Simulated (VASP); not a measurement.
Computed with PBEsol GGA, VASP's PBE PAW potentials (set 64) (plane waves; VASP).

A VASP calculation is set up with these files.

### INCAR
```
! general
SYSTEM  = Br
PREC    = Accurate
ENCUT   = 400
LREAL   = .FALSE.
LASPH   = .TRUE.

! electronic loop
EDIFF   = 1E-6
NELM    = 100
ALGO    = Normal
LMAXMIX = 4

! smearing
ISMEAR  = 0
SIGMA   = 0.05

! functional
GGA     = PS

! ions
IBRION  = 2
NSW     = 60
ISIF    = 3
EDIFFG  = -0.01

! output
LWAVE   = .FALSE.
LCHARG  = .FALSE.
```

**POSCAR**
```
Br
1
    3.0922460000     0.0000000000     0.0000000000
    0.0000000000     3.0922460000     0.0000000000
    0.0000000000     0.0000000000     3.0922460000
Br
1
Direct
  0.0000000000   0.0000000000   0.0000000000
```

### KPOINTS
```
Automatic mesh
0
G
8 8 8
```

POTCAR, in this order: Br (PBE.64 set). Program: vasp_std.

What VASP printed:

**OSZICAR**
```
       N       E                     dE             d eps       ncg     rms          rms(c)
DAV:   1     0.202445857846E+02    0.20245E+02   -0.25576E+03   490   0.627E+02
DAV:   2    -0.811187227190E+00   -0.21056E+02   -0.20798E+02   644   0.100E+02
DAV:   3    -0.143829046308E+01   -0.62710E+00   -0.61807E+00   560   0.204E+01
DAV:   4    -0.144011883033E+01   -0.18284E-02   -0.18284E-02   756   0.119E+00
DAV:   5    -0.144012203237E+01   -0.32020E-05   -0.32021E-05   567   0.330E-02    0.525E+00
DAV:   6    -0.143998392044E+01    0.13811E-03   -0.22823E-03   609   0.334E-01    0.321E+00
DAV:   7    -0.144055368040E+01   -0.56976E-03   -0.34280E-03   546   0.426E-01    0.641E-02
DAV:   8    -0.144049991522E+01    0.53765E-04   -0.23641E-04   616   0.970E-02    0.737E-03
DAV:   9    -0.144050141956E+01   -0.15043E-05   -0.26928E-06   665   0.152E-02    0.421E-03
DAV:  10    -0.144050223132E+01   -0.81177E-06   -0.81392E-07   560   0.705E-03
   1 F= -.14405022E+01 E0= -.14395929E+01  d E =-.144050E+01
       N       E                     dE             d eps       ncg     rms          rms(c)
DAV:   1    -0.157216493751E+01   -0.13166E+00   -0.29512E+00   490   0.127E+01    0.167E+00
DAV:   2    -0.148099680269E+01    0.91168E-01   -0.12510E-01   504   0.240E+00    0.757E-01
DAV:   3    -0.145625277119E+01    0.24744E-01   -0.88169E-02   497   0.191E+00    0.694E-01
DAV:   4    -0.145626131663E+01   -0.85454E-05   -0.32342E-04   588   0.175E-01    0.395E-01
DAV:   5    -0.145625791570E+01    0.34009E-05   -0.17610E-04   511   0.115E-01    0.306E-02
DAV:   6    -0.145625604053E+01    0.18752E-05   -0.13006E-06   567   0.118E-02    0.248E-02
DAV:   7    -0.145625626441E+01   -0.22388E-06   -0.66104E-07   483   0.626E-03
   2 F= -.14562563E+01 E0= -.14553725E+01  d E =-.157540E-01
       N       E                     dE             d eps       ncg     rms          rms(c)
DAV:   1    -0.145901233616E+01   -0.27563E-02   -0.62151E-02   490   0.182E+00    0.246E-01
DAV:   2    -0.145708130846E+01    0.19310E-02   -0.26626E-03   518   0.354E-01    0.115E-01
DAV:   3    -0.145655698831E+01    0.52432E-03   -0.17694E-03   490   0.272E-01    0.117E-01
DAV:   4    -0.145656086801E+01   -0.38797E-05   -0.18978E-05   525   0.417E-02    0.503E-02
DAV:   5    -0.145655754071E+01    0.33273E-05   -0.60815E-06   539   0.154E-02    0.536E-03
DAV:   6    -0.145655742275E+01    0.11797E-06   -0.51081E-08   280   0.214E-03
   3 F= -.14565574E+01 E0= -.14556775E+01  d E =-.160552E-01
```

OUTCAR:
```
------------------------ aborting loop because EDIFF is reached ----------------------------------------
  FORCE on cell =-STRESS in cart. coord.  units (eV):
  Direction    XX          YY          ZZ          XY          YZ          ZX
  --------------------------------------------------------------------------------------
  Total       -0.0016564     -0.0016564     -0.0016564     -0.0000000      0.0000000      0.0000000
  in kB       -0.0964184     -0.0964184     -0.0964184     -0.0000000      0.0000000      0.0000000
  external PRESSURE =      -0.0964184 kB  Pullay stress =       0.0000000 kB
  volume of cell :       27.52
      direct lattice vectors                 reciprocal lattice vectors
     3.019303531  0.000000000 -0.000000000     0.331202209 -0.000000000  0.000000000
     0.000000000  3.019303531  0.000000000    -0.000000000  0.331202209  0.000000000
    -0.000000000 -0.000000000  3.019303531     0.000000000 -0.000000000  0.331202209
 POSITION                                       TOTAL-FORCE (eV/Angst)
 -----------------------------------------------------------------------------------
      0.00000      0.00000      0.00000         0.000000      0.000000      0.000000
 -----------------------------------------------------------------------------------
    total drift:                               -0.000000     -0.000000     -0.000000
  FREE ENERGIE OF THE ION-ELECTRON SYSTEM (eV)
  ---------------------------------------------------
  free  energy   TOTEN  =        -1.4565574227 eV

  energy  without entropy=       -1.4547975588  energy(sigma->0) =       -1.45567749

 reached required accuracy - stopping structural energy minimisation
```
(Selected blocks of OUTCAR.)

### CONTCAR
```
Br
   1.00000000000000
     3.0193035312068290    0.0000000000000000   -0.0000000000000000
     0.0000000000000000    3.0193035312068290    0.0000000000000000
    -0.0000000000000000   -0.0000000000000000    3.0193035312068286
  Br
     1
Direct
     0.0000000000000000    0.0000000000000000    0.0000000000000000
```

Energy and stress use the plane-wave basis of the starting cell.

The structure was generated: Br was put into the simple-cubic type (Pm-3m), which need not be its known phase. This run relaxes it. Symmetry was kept, so distortions that lower it aren't found.
